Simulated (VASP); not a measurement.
## Gap of Selenium, level by level

Wanted: bands and gap of Selenium from one functional after another. The levels: LDA, PBEsol, PBE, r2SCAN, TB-mBJ, TPSS, AM05, HSE06, r2SCANh, PBE-EpsX, HSEsol, r2SCAN-EpsX and PBE + SOC. LASPH is on for some levels and off for others; the table marks which. The start is a cell from a database of measured crystal structures.

Main program and level: VASP 6.6.1; LDA; plane waves and PAW (Se), in the first sound run; inputs show where later runs differ.

Most raw output is cut from this account.

## 1. Set-up

Symmetry: P3_121, No. 152, trigonal system. The conventional cell has a = 4.366 Å, b = 4.366 Å, c = 4.954 Å, α = 90.00°, β = 90.00°, γ = 120.00°. Nearest to Se lie 2 Se at 2.37 Å.

As a file:

```
Se
1.0
     4.36620    0.00000    0.00000
    -2.18310    3.78124    0.00000
     0.00000    0.00000    4.95360
Se
3
Direct
  0.22540 0.00000 0.33333
  0.00000 0.22540 0.66667
  0.77460 0.77460 0.00000
```

## 2. Bands with LDA, k 4×4×3

The mesh alone shows little of the dispersion and can miss band extrema, so KPOINTS_OPT adds a path through the symmetry points after the self-consistent cycle. LDA, the lowest rung, knows the local density alone.

Input file INCAR:

```
SYSTEM = Se
PREC = Accurate
ENCUT = 400
EDIFF = 1E-06
NELM = 100
ISMEAR = 0
SIGMA = 0.02
LREAL = .FALSE.
ALGO = Normal
GGA = CA
NBANDS = 22
LORBIT = 11
LWAVE = .FALSE.
LCHARG = .FALSE.
KPAR = 4
```

Input file POSCAR:

```
Se
1.0
    4.3662000000      0.0000000000      0.0000000000
   -2.1831000000      3.7812401180      0.0000000000
    0.0000000000      0.0000000000      4.9536000000
Se
3
Direct
    0.2254000000      0.0000000000      0.3333333333
    0.0000000000      0.2254000000      0.6666666667
    0.7746000000      0.7746000000      0.0000000000
```

Input file KPOINTS:

```
Automatic mesh
0
Gamma
4 4 3
0 0 0
```

Input file KPOINTS_OPT:

```
Line mode
16
Line-mode
Reciprocal
  0.00000000   0.00000000   0.00000000 GAMMA
  0.50000000   0.00000000   0.00000000 M

  0.50000000   0.00000000   0.00000000 M
  0.33333333   0.33333333   0.00000000 K

  0.33333333   0.33333333   0.00000000 K
  0.00000000   0.00000000   0.00000000 GAMMA

  0.00000000   0.00000000   0.00000000 GAMMA
  0.00000000   0.00000000   0.50000000 A

  0.00000000   0.00000000   0.50000000 A
  0.50000000   0.00000000   0.50000000 L

  0.50000000   0.00000000   0.50000000 L
  0.33333333   0.33333333   0.50000000 H

  0.33333333   0.33333333   0.50000000 H
  0.00000000   0.00000000   0.50000000 A

  0.50000000   0.00000000   0.50000000 L
  0.50000000   0.00000000   0.00000000 M

  0.33333333   0.33333333   0.00000000 K
  0.33333333   0.33333333   0.50000000 H
```

The projector-augmented-wave data sets are Se (PBE family, release 64).

Started as:

```bash
> mpirun -np 4 vasp_std
```

Wall time 9.6 s (4 MPI ranks of Intel Xeon 6975P-C (Granite Rapids), shared host); peak memory 0.61 GiB.

Spin-orbit coupling is off here; it would split degenerate levels. The PAW data sets were made with PBE, though LDA sets exist; this is a small mismatch.

Numbers from this step:

- SCF cycles: 11
- electrons: 18
- bands: 22
- irreducible k-points: 9
- symmetry operations: 6
- free energy (TOTEN): -12.37 eV
- Fermi energy: 2.228 eV
- pressure: -0.9103 GPa
- metallic: no
- least gap on mesh and path: 0.9135 eV
- least direct gap on mesh and path: 1.098 eV
- valence top at k: 0.5, 0, 0.5
- conduction bottom at k: 0.3333, 0.3333, 0.5
- least direct gap at k: 0.3556, 0.2889, 0.5

Electronic bands along the path, in eV, zero at the valence-band top; v1 is the highest filled band, c1 the lowest empty one:

```
          point     v4     v3     v2     v1    c1    c2    c3    c4
              Γ  -3.81  -2.06  -2.06  -0.41  1.79  1.79  2.08  5.88
0.53 of the way  -3.64  -2.10  -1.69  -0.84  1.79  1.93  2.82  5.68
              M  -3.48  -2.96  -1.80  -1.01  1.83  2.23  4.06  5.07
0.47 of the way  -3.28  -2.93  -2.10  -1.35  2.19  2.74  3.86  5.45
              K  -2.88  -2.88  -2.72  -1.67  2.99  2.99  3.67  5.67
0.53 of the way  -3.48  -2.18  -1.67  -0.97  1.97  2.04  2.72  5.61
              Γ  -3.81  -2.06  -2.06  -0.41  1.79  1.79  2.08  5.88
0.47 of the way  -3.54  -1.99  -1.63  -0.80  1.37  1.47  1.63  6.62
              A  -3.41  -1.58  -1.58  -1.13  1.08  1.08  1.20  6.14
0.53 of the way  -3.96  -1.79  -1.31  -0.94  1.56  1.96  2.56  6.22
              L  -4.29  -1.98  -1.41   0.00  1.57  2.63  2.90  6.07
0.53 of the way  -4.72  -1.15  -1.14  -0.02  1.29  2.59  2.79  6.19
              H  -5.01  -1.00  -0.22  -0.22  0.91  2.64  2.64  6.44
0.47 of the way  -4.24  -1.33  -1.13  -1.08  1.42  2.24  2.70  6.08
              A  -3.41  -1.58  -1.58  -1.13  1.08  1.08  1.20  6.14
      jump to L  -4.29  -1.98  -1.41   0.00  1.57  2.63  2.90  6.07
0.47 of the way  -3.77  -1.96  -1.87  -0.74  1.75  2.54  3.40  5.93
              M  -3.48  -2.96  -1.80  -1.01  1.83  2.23  4.06  5.07
      jump to K  -2.88  -2.88  -2.72  -1.67  2.99  2.99  3.67  5.67
0.47 of the way  -3.79  -2.58  -1.53  -0.67  2.24  3.12  3.14  6.45
              H  -5.01  -1.00  -0.22  -0.22  0.91  2.64  2.64  6.44
```

Force by atom:

```
atom  x (eV/Å)  y (eV/Å)  z (eV/Å)   size
 Se1     0.284     0.000     0.000  0.284
 Se2    -0.142     0.246     0.000  0.284
 Se3    -0.142    -0.246     0.000  0.284
```

The gap is 0.91 eV, indirect, from L to H.

## 3. Bands with PBEsol, k 4×4×3

This step: PBEsol; plane waves and PAW (Se) (VASP 6.6.1).

PBEsol restores the gradient expansion of exchange and is tuned for the cells of solids.

INCAR: that of step 2 with these lines changed.

```diff
@@ -9,3 +9,3 @@
 ALGO = Normal
-GGA = CA
+GGA = PS
 NBANDS = 22
```

POSCAR is that of step 2.

KPOINTS is that of step 2.

KPOINTS_OPT is that of step 2.

Started as:

```bash
> mpirun -np 4 vasp_std
```

Wall time 9.8 s (4 MPI ranks); peak memory 0.59 GiB.

The PAW data sets were made with PBE, which is usual practice but a small mismatch for other functionals.

This step gave:

```
SCF cycles                        : 12
free energy (TOTEN)               : -11.47 eV
Fermi energy                      : 2.393 eV
pressure                          : 0.3398 GPa
least gap on mesh and path        : 0.9471 eV
least direct gap on mesh and path : 1.134 eV
```

The electronic bands at the labelled points (eV, zero at the valence-band top; v1 is the highest filled band, c1 the lowest empty one):

```
          point     v4     v3     v2     v1    c1    c2    c3    c4
              Γ  -3.81  -2.07  -2.07  -0.41  1.82  1.82  2.10  5.95
0.53 of the way  -3.64  -2.11  -1.69  -0.84  1.82  1.96  2.85  5.72
              M  -3.49  -2.95  -1.81  -1.02  1.86  2.26  4.08  5.11
0.47 of the way  -3.28  -2.93  -2.11  -1.35  2.21  2.76  3.89  5.48
              K  -2.87  -2.87  -2.72  -1.66  3.01  3.01  3.69  5.71
0.53 of the way  -3.48  -2.18  -1.67  -0.97  1.99  2.07  2.74  5.65
              Γ  -3.81  -2.07  -2.07  -0.41  1.82  1.82  2.10  5.95
0.47 of the way  -3.54  -2.00  -1.64  -0.80  1.41  1.49  1.66  6.64
              A  -3.41  -1.58  -1.58  -1.13  1.12  1.12  1.22  6.13
0.53 of the way  -3.96  -1.78  -1.31  -0.94  1.58  1.99  2.58  6.27
              L  -4.29  -1.97  -1.41   0.00  1.59  2.66  2.91  6.11
0.53 of the way  -4.72  -1.16  -1.14  -0.02  1.32  2.61  2.81  6.23
              H  -5.01  -1.01  -0.22  -0.22  0.95  2.66  2.66  6.48
0.47 of the way  -4.25  -1.33  -1.12  -1.08  1.45  2.26  2.73  6.12
              A  -3.41  -1.58  -1.58  -1.13  1.12  1.12  1.22  6.13
      jump to L  -4.29  -1.97  -1.41   0.00  1.59  2.66  2.91  6.11
0.47 of the way  -3.77  -1.96  -1.87  -0.74  1.77  2.56  3.42  5.97
              M  -3.49  -2.95  -1.81  -1.02  1.86  2.26  4.08  5.11
      jump to K  -2.87  -2.87  -2.72  -1.66  3.01  3.01  3.69  5.71
0.47 of the way  -3.79  -2.57  -1.53  -0.67  2.27  3.14  3.16  6.49
              H  -5.01  -1.01  -0.22  -0.22  0.95  2.66  2.66  6.48
```

Force by atom:

```
atom  x (eV/Å)  y (eV/Å)  z (eV/Å)   size
 Se1     0.317     0.000     0.000  0.317
 Se2    -0.158     0.274     0.000  0.317
 Se3    -0.158    -0.274     0.000  0.317
```

The gap is 0.95 eV, indirect, from L to H. Against LDA that is +0.03 eV; the cost is about the same.

## 4. Bands with PBE, k 4×4×3

This step: PBE; plane waves and PAW (Se) (VASP 6.6.1).

PBE, the usual starting point, adds the gradient of the density.

INCAR: that of step 3 with these lines changed.

```diff
@@ -9,3 +9,3 @@
 ALGO = Normal
-GGA = PS
+GGA = PE
 NBANDS = 22
```

POSCAR is that of step 3.

KPOINTS is that of step 3.

KPOINTS_OPT is that of step 3.

Started as:

```bash
> mpirun -np 4 vasp_std
```

Elapsed: 9.8 s, on 4 MPI ranks; peak memory 0.61 GiB.

At this level the cell is under a pressure of 2.9 GPa, so at these settings it is away from equilibrium.

The electronic bands at the labelled points (eV, zero at the valence-band top; v1 is the highest filled band, c1 the lowest empty one):

```
          point     v4     v3     v2     v1    c1    c2    c3    c4
              Γ  -3.78  -2.06  -2.06  -0.42  1.86  1.86  2.14  6.15
0.53 of the way  -3.62  -2.10  -1.69  -0.84  1.87  2.01  2.87  5.86
              M  -3.47  -2.92  -1.80  -1.02  1.91  2.30  4.09  5.25
0.47 of the way  -3.26  -2.89  -2.09  -1.34  2.26  2.79  3.90  5.62
              K  -2.84  -2.84  -2.71  -1.65  3.04  3.04  3.70  5.86
0.53 of the way  -3.47  -2.17  -1.67  -0.97  2.03  2.12  2.76  5.80
              Γ  -3.78  -2.06  -2.06  -0.42  1.86  1.86  2.14  6.15
0.47 of the way  -3.53  -1.98  -1.63  -0.80  1.47  1.53  1.72  6.76
              A  -3.41  -1.56  -1.56  -1.14  1.19  1.19  1.25  6.24
0.53 of the way  -3.94  -1.76  -1.31  -0.93  1.62  2.03  2.61  6.41
              L  -4.26  -1.94  -1.39   0.00  1.62  2.69  2.93  6.24
0.53 of the way  -4.68  -1.15  -1.13  -0.03  1.36  2.65  2.83  6.37
              H  -4.97  -1.00  -0.23  -0.23  1.00  2.69  2.69  6.63
0.47 of the way  -4.22  -1.32  -1.11  -1.08  1.49  2.29  2.76  6.27
              A  -3.41  -1.56  -1.56  -1.14  1.19  1.19  1.25  6.24
      jump to L  -4.26  -1.94  -1.39   0.00  1.62  2.69  2.93  6.24
0.47 of the way  -3.75  -1.95  -1.84  -0.73  1.82  2.59  3.43  6.10
              M  -3.47  -2.92  -1.80  -1.02  1.91  2.30  4.09  5.25
      jump to K  -2.84  -2.84  -2.71  -1.65  3.04  3.04  3.70  5.86
0.47 of the way  -3.76  -2.54  -1.52  -0.67  2.30  3.16  3.18  6.64
              H  -4.97  -1.00  -0.23  -0.23  1.00  2.69  2.69  6.63
```

The gap is 1.00 eV, indirect, from L to H. Against LDA that is +0.08 eV; the cost is about the same.

## 5. Bands with r2SCAN, k 4×4×3

This step: r2SCAN; plane waves and PAW (Se) (VASP 6.6.1).

r2SCAN adds the kinetic-energy density, costs more than a GGA and is run with LASPH.

INCAR: that of step 4 with these lines changed.

```diff
@@ -9,3 +9,4 @@
 ALGO = Normal
-GGA = PE
+METAGGA = R2SCAN
+LASPH = .TRUE.
 NBANDS = 22
```

POSCAR is that of step 4.

KPOINTS is that of step 4.

KPOINTS_OPT is that of step 4.

Started as:

```bash
> mpirun -np 4 vasp_std
```

Run time: 33 s. Hardware: 4 MPI ranks; peak memory 0.65 GiB; 2.2 min of CPU time.

Electronic bands along the path, in eV, zero at the valence-band top; v1 is the highest filled band, c1 the lowest empty one:

```
          point     v4     v3     v2     v1    c1    c2    c3    c4
              Γ  -3.90  -2.17  -2.17  -0.48  2.11  2.11  2.38  6.78
0.53 of the way  -3.74  -2.19  -1.77  -0.90  2.12  2.28  3.13  6.29
              M  -3.58  -2.99  -1.88  -1.08  2.16  2.56  4.36  5.66
0.47 of the way  -3.37  -2.97  -2.17  -1.40  2.51  3.05  4.17  6.04
              K  -2.93  -2.93  -2.79  -1.71  3.29  3.29  3.96  6.31
0.53 of the way  -3.58  -2.27  -1.74  -1.02  2.28  2.39  3.01  6.27
              Γ  -3.90  -2.17  -2.17  -0.48  2.11  2.11  2.38  6.78
0.47 of the way  -3.67  -2.07  -1.73  -0.86  1.73  1.74  1.97  7.26
              A  -3.54  -1.62  -1.62  -1.23  1.44  1.44  1.44  6.79
0.53 of the way  -4.08  -1.80  -1.38  -0.95  1.83  2.26  2.86  6.85
              L  -4.41  -1.98  -1.45   0.00  1.85  2.92  3.19  6.67
0.53 of the way  -4.84  -1.22  -1.15  -0.03  1.59  2.89  3.09  6.81
              H  -5.13  -1.08  -0.25  -0.25  1.26  2.95  2.95  7.08
0.47 of the way  -4.37  -1.38  -1.15  -1.10  1.71  2.52  3.00  6.71
              A  -3.54  -1.62  -1.62  -1.23  1.44  1.44  1.44  6.79
      jump to L  -4.41  -1.98  -1.45   0.00  1.85  2.92  3.19  6.67
0.47 of the way  -3.88  -2.03  -1.88  -0.75  2.05  2.84  3.70  6.53
              M  -3.58  -2.99  -1.88  -1.08  2.16  2.56  4.36  5.66
      jump to K  -2.93  -2.93  -2.79  -1.71  3.29  3.29  3.96  6.31
0.47 of the way  -3.88  -2.61  -1.57  -0.70  2.53  3.42  3.44  7.12
              H  -5.13  -1.08  -0.25  -0.25  1.26  2.95  2.95  7.08
```

The gap is 1.26 eV, indirect, from L to H. Against LDA that is +0.35 eV; this run took 3.4 times the core time.

## 6. Bands with TB-mBJ, k 4×4×3

This step: TB-mBJ; plane waves and PAW (Se) (VASP 6.6.1).

TB-mBJ is a local potential fitted to gaps: it costs far less than a hybrid but gives no energy.

INCAR: that of step 5 with these lines changed.

```diff
@@ -4,3 +4,3 @@
 EDIFF = 1E-06
-NELM = 100
+NELM = 150
 ISMEAR = 0
@@ -9,3 +9,3 @@
 ALGO = Normal
-METAGGA = R2SCAN
+METAGGA = MBJ
 LASPH = .TRUE.
```

POSCAR is that of step 5.

KPOINTS is that of step 5.

KPOINTS_OPT is that of step 5.

Started as:

```bash
> mpirun -np 4 vasp_std
```

Elapsed: 17 s, on 4 MPI ranks; peak memory 0.64 GiB.

This functional is a potential without an energy, so its energies, forces and stress mean nothing and are not read.

The electronic bands at the labelled points (eV, zero at the valence-band top; v1 is the highest filled band, c1 the lowest empty one):

```
          point     v4     v3     v2     v1    c1    c2    c3    c4
              Γ  -3.65  -2.07  -2.07  -0.50  2.26  2.26  2.58  7.08
0.53 of the way  -3.51  -2.06  -1.65  -0.87  2.29  2.45  3.22  6.56
              M  -3.36  -2.75  -1.73  -1.03  2.33  2.72  4.36  5.97
0.47 of the way  -3.15  -2.73  -2.00  -1.31  2.66  3.15  4.19  6.32
              K  -2.71  -2.71  -2.59  -1.58  3.36  3.36  4.01  6.58
0.53 of the way  -3.36  -2.15  -1.62  -0.96  2.43  2.54  3.12  6.55
              Γ  -3.65  -2.07  -2.07  -0.50  2.26  2.26  2.58  7.08
0.47 of the way  -3.44  -1.98  -1.66  -0.83  1.88  2.00  2.23  7.33
              A  -3.33  -1.54  -1.54  -1.21  1.59  1.76  1.76  6.68
0.53 of the way  -3.81  -1.68  -1.32  -0.89  1.98  2.47  3.00  7.14
              L  -4.10  -1.84  -1.37   0.00  1.98  3.07  3.29  6.91
0.53 of the way  -4.50  -1.19  -1.07  -0.04  1.74  3.04  3.20  7.07
              H  -4.77  -1.08  -0.26  -0.26  1.46  3.08  3.08  7.36
0.47 of the way  -4.10  -1.32  -1.10  -1.02  1.88  2.68  3.14  7.00
              A  -3.33  -1.54  -1.54  -1.21  1.59  1.76  1.76  6.68
      jump to L  -4.10  -1.84  -1.37   0.00  1.98  3.07  3.29  6.91
0.47 of the way  -3.63  -1.91  -1.73  -0.68  2.22  2.97  3.74  6.80
              M  -3.36  -2.75  -1.73  -1.03  2.33  2.72  4.36  5.97
      jump to K  -2.71  -2.71  -2.59  -1.58  3.36  3.36  4.01  6.58
0.47 of the way  -3.60  -2.42  -1.47  -0.65  2.61  3.50  3.52  7.35
              H  -4.77  -1.08  -0.26  -0.26  1.46  3.08  3.08  7.36
```

The gap is 1.46 eV, indirect, from L to H. Against LDA that is +0.55 eV; this run took 1.8 times the core time.

## 7. Bands with TPSS, k 4×4×3

This step: TPSS; plane waves and PAW (Se) (VASP 6.6.1).

TPSS is an older meta-GGA.

INCAR: that of step 6 with these lines changed.

```diff
@@ -4,3 +4,3 @@
 EDIFF = 1E-06
-NELM = 150
+NELM = 100
 ISMEAR = 0
@@ -9,3 +9,3 @@
 ALGO = Normal
-METAGGA = MBJ
+METAGGA = TPSS
 LASPH = .TRUE.
```

POSCAR is that of step 6.

KPOINTS is that of step 6.

KPOINTS_OPT is that of step 6.

Started as:

```bash
> mpirun -np 4 vasp_std
```

Wall time 36 s (4 MPI ranks); peak memory 0.67 GiB; 2.4 min of CPU time.

At this level the cell is under a pressure of 2.3 GPa, so at these settings it is away from equilibrium.

The electronic bands at the labelled points (eV, zero at the valence-band top; v1 is the highest filled band, c1 the lowest empty one):

```
          point     v4     v3     v2     v1    c1    c2    c3    c4
              Γ  -3.78  -2.13  -2.13  -0.48  1.96  1.96  2.26  6.35
0.53 of the way  -3.64  -2.14  -1.71  -0.89  1.97  2.12  2.99  5.99
              M  -3.50  -2.95  -1.82  -1.06  2.01  2.42  4.20  5.37
0.47 of the way  -3.29  -2.93  -2.11  -1.39  2.36  2.90  4.01  5.75
              K  -2.88  -2.88  -2.71  -1.69  3.13  3.13  3.82  6.00
0.53 of the way  -3.47  -2.22  -1.69  -1.01  2.13  2.22  2.88  5.95
              Γ  -3.78  -2.13  -2.13  -0.48  1.96  1.96  2.26  6.35
0.47 of the way  -3.53  -2.04  -1.70  -0.86  1.58  1.62  1.84  6.92
              A  -3.41  -1.62  -1.62  -1.20  1.30  1.30  1.34  6.42
0.53 of the way  -3.96  -1.79  -1.35  -0.94  1.71  2.13  2.73  6.55
              L  -4.29  -1.97  -1.43   0.00  1.72  2.80  3.06  6.38
0.53 of the way  -4.72  -1.19  -1.14  -0.03  1.45  2.76  2.96  6.51
              H  -5.02  -1.04  -0.24  -0.24  1.10  2.82  2.82  6.76
0.47 of the way  -4.25  -1.35  -1.12  -1.11  1.59  2.40  2.87  6.41
              A  -3.41  -1.62  -1.62  -1.20  1.30  1.30  1.34  6.42
      jump to L  -4.29  -1.97  -1.43   0.00  1.72  2.80  3.06  6.38
0.47 of the way  -3.78  -1.99  -1.86  -0.74  1.91  2.70  3.55  6.23
              M  -3.50  -2.95  -1.82  -1.06  2.01  2.42  4.20  5.37
      jump to K  -2.88  -2.88  -2.71  -1.69  3.13  3.13  3.82  6.00
0.47 of the way  -3.79  -2.58  -1.54  -0.68  2.38  3.28  3.30  6.79
              H  -5.02  -1.04  -0.24  -0.24  1.10  2.82  2.82  6.76
```

The gap is 1.10 eV, indirect, from L to H. Against LDA that is +0.19 eV; this run took 3.8 times the core time.

## 8. Bands with AM05, k 4×4×3

This step: AM05; plane waves and PAW (Se) (VASP 6.6.1).

AM05 is built from the electron gas and the surface model, and does well on lattice constants.

INCAR: that of step 7 with these lines changed.

```diff
@@ -9,4 +9,3 @@
 ALGO = Normal
-METAGGA = TPSS
-LASPH = .TRUE.
+GGA = AM
 NBANDS = 22
```

POSCAR is that of step 7.

KPOINTS is that of step 7.

KPOINTS_OPT is that of step 7.

Started as:

```bash
> mpirun -np 4 vasp_std
```

The job ended after 10 s (4 MPI ranks; peak memory 0.62 GiB).

Electronic bands along the path, in eV, zero at the valence-band top; v1 is the highest filled band, c1 the lowest empty one:

```
          point     v4     v3     v2     v1    c1    c2    c3    c4
              Γ  -3.79  -2.07  -2.07  -0.42  1.83  1.83  2.11  6.11
0.53 of the way  -3.63  -2.10  -1.70  -0.84  1.85  1.99  2.85  5.84
              M  -3.48  -2.93  -1.81  -1.02  1.89  2.28  4.08  5.23
0.47 of the way  -3.27  -2.90  -2.10  -1.35  2.24  2.78  3.89  5.60
              K  -2.85  -2.85  -2.73  -1.65  3.02  3.02  3.69  5.83
0.53 of the way  -3.48  -2.18  -1.68  -0.97  2.01  2.10  2.74  5.78
              Γ  -3.79  -2.07  -2.07  -0.42  1.83  1.83  2.11  6.11
0.47 of the way  -3.55  -1.99  -1.63  -0.80  1.44  1.51  1.69  6.73
              A  -3.42  -1.57  -1.57  -1.14  1.16  1.16  1.23  6.19
0.53 of the way  -3.96  -1.76  -1.30  -0.93  1.60  2.01  2.59  6.39
              L  -4.28  -1.95  -1.39   0.00  1.59  2.67  2.91  6.22
0.53 of the way  -4.70  -1.15  -1.13  -0.03  1.33  2.62  2.81  6.35
              H  -4.99  -1.00  -0.23  -0.23  0.97  2.66  2.66  6.61
0.47 of the way  -4.24  -1.32  -1.11  -1.08  1.47  2.27  2.73  6.25
              A  -3.42  -1.57  -1.57  -1.14  1.16  1.16  1.23  6.19
      jump to L  -4.28  -1.95  -1.39   0.00  1.59  2.67  2.91  6.22
0.47 of the way  -3.77  -1.95  -1.85  -0.73  1.80  2.57  3.42  6.09
              M  -3.48  -2.93  -1.81  -1.02  1.89  2.28  4.08  5.23
      jump to K  -2.85  -2.85  -2.73  -1.65  3.02  3.02  3.69  5.83
0.47 of the way  -3.78  -2.55  -1.53  -0.67  2.28  3.15  3.16  6.62
              H  -4.99  -1.00  -0.23  -0.23  0.97  2.66  2.66  6.61
```

The gap is 0.97 eV, indirect, from L to H. Against LDA that is +0.06 eV; the cost is about the same.

## 9. Starting orbitals for the hybrid

This step: PBE; plane waves and PAW (Se) (VASP 6.6.1).

A hybrid converges badly from random orbitals, so a cheap semilocal run writes a WAVECAR on the same mesh first.

Input file INCAR:

```
SYSTEM = Se
PREC = Accurate
ENCUT = 400
EDIFF = 1E-05
NELM = 100
ISMEAR = 0
SIGMA = 0.02
LREAL = .FALSE.
ALGO = Normal
GGA = PE
NBANDS = 15
LORBIT = 11
LWAVE = .TRUE.
LCHARG = .FALSE.
KPAR = 4
```

POSCAR is that of step 8.

KPOINTS is that of step 8.

Started as:

```bash
> mpirun -np 4 vasp_std
```

Wall time 1.8 s (4 MPI ranks); peak memory 0.58 GiB; 5.2 s of CPU time.

The gap is read on the k-mesh alone, so it is an upper bound where the band edges lie off the mesh.

A gap read on the k-mesh alone can miss the band edges.

Numbers from this step:

- SCF cycles: 11
- bands: 15
- free energy (TOTEN): -10.45 eV
- Fermi energy: 2.515 eV
- pressure: 2.899 GPa
- valence top at k: 0.25, 0.25, 0.3333
- conduction bottom at k: 0, 0, 0.3333
- least direct gap at k: 0.25, 0.25, 0.3333
- gap on the k-mesh: 1.577 eV
- least direct gap on the k-mesh: 1.976 eV

Force by atom:

```
atom  x (eV/Å)  y (eV/Å)  z (eV/Å)   size
 Se1     0.417     0.000     0.000  0.417
 Se2    -0.208     0.361     0.000  0.417
 Se3    -0.208    -0.361     0.000  0.417
```

(Part 1 of 2 ends here.)

[Lines on the potential files, build, host, timing and source positions are cut from VASP's logs without a mark.]

[Logs are printed without paths, hosts, clocks, repeated set-up lines and the standing remarks that a program may print on its own settings, such as how far it seeks lower states.]

[Hosts, paths, dates, database ids (printed as entryN), source tags and the programs' standing remarks are cut or masked in the printed files.]

[A measured line is paired with the nearest computed mode of its activity, which favours agreement.]
